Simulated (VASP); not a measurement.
Consider the following.

```
GaN
1.0
    0.00000     2.27507     2.27507
    2.27507     0.00000     2.27507
    2.27507     2.27507     0.00000
Ga N
1 1
Direct
  0.00000   0.00000   0.00000
  0.25000   0.25000   0.25000
```

Computed with PBE GGA, VASP's PBE PAW potentials (set 64) (plane waves; VASP). Run with 520 eV cut-off, Gaussian smearing of 0.050 eV, potentials Ga_d N.

Problem. Estimate the band gap (along the path) with the smallest direct gap where there is one.

Solution. 
- band gap (along the path) = 1.54 eV
- smallest direct gap (along the path) = 1.54 eV

The compound is GaN in the zinc blende structure, a metastable form; wurtzite is the usual one. It was relaxed first.
